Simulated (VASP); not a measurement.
A run of VASP 6.6.1 is set up as follows.

Contents of POSCAR:

```
NaSnF3
1.0
    4.8180254916      0.0000000000      0.0000000000
    0.0000000000      4.8180254916      0.0000000000
    0.0000000000      0.0000000000      4.8180254916
Na Sn F
1 1 3
Direct
    0.0000000000      0.0000000000      0.0000000000
    0.5000000000      0.5000000000      0.5000000000
    0.5000000000      0.5000000000      0.0000000000
    0.5000000000      0.0000000000      0.5000000000
    0.0000000000      0.5000000000      0.5000000000
```

The input INCAR.step1:

```
SYSTEM = NaSnF3
  PREC = Accurate
  ENCUT = 520
  EDIFF = 1E-5
  ISMEAR = 0
  SIGMA = 0.01
  LREAL = .FALSE.
  LASPH = .TRUE.
  NELM = 100
  ALGO = Normal
  ISIF = 2
  LWAVE = .TRUE.
  LCHARG = .FALSE.
  NBANDS = 29
  GGA = PE
```

Contents of INCAR.step2:

```
SYSTEM = NaSnF3
  PREC = Accurate
  ENCUT = 520
  EDIFF = 1E-7
  ISMEAR = 0
  SIGMA = 0.01
  LREAL = .FALSE.
  LASPH = .TRUE.
  NELM = 100
  ALGO = Normal
  ISIF = 2
  LWAVE = .FALSE.
  LCHARG = .FALSE.
  GGA = PE
  LHFCALC = .TRUE.
  HFSCREEN = 0.2079
  PRECFOCK = Fast
  NBANDS = 29
  ISTART = 1
```

Contents of KPOINTS:

```
regular mesh
0
G
  4 4 4
  0 0 0
```

Potentials or basis: VASP PAW PBE potentials, release 64 (Na_pv, Sn_d, F).

Run with:

```sh
$ cat potpaw_PBE.64/Na_pv/POTCAR potpaw_PBE.64/Sn_d/POTCAR potpaw_PBE.64/F/POTCAR > POTCAR
$ cp INCAR.step1 INCAR
$ mpirun -np 1 vasp_std > vasp.out
$ cp INCAR.step2 INCAR
$ mpirun -np 1 vasp_std > vasp.out
```

Question: Estimate the band gap on the k mesh.

Answer: 2.26 eV, indirect (least direct gap 3.13 eV).

Question: Estimate the pressure.

Answer: -3.5 GPa.

Caveat: the PAW data sets were made with another functional, which shifts forces and pressure a little; spin-orbit coupling is left out, which moves the levels of the heavy elements. A k mesh can miss the band edges.
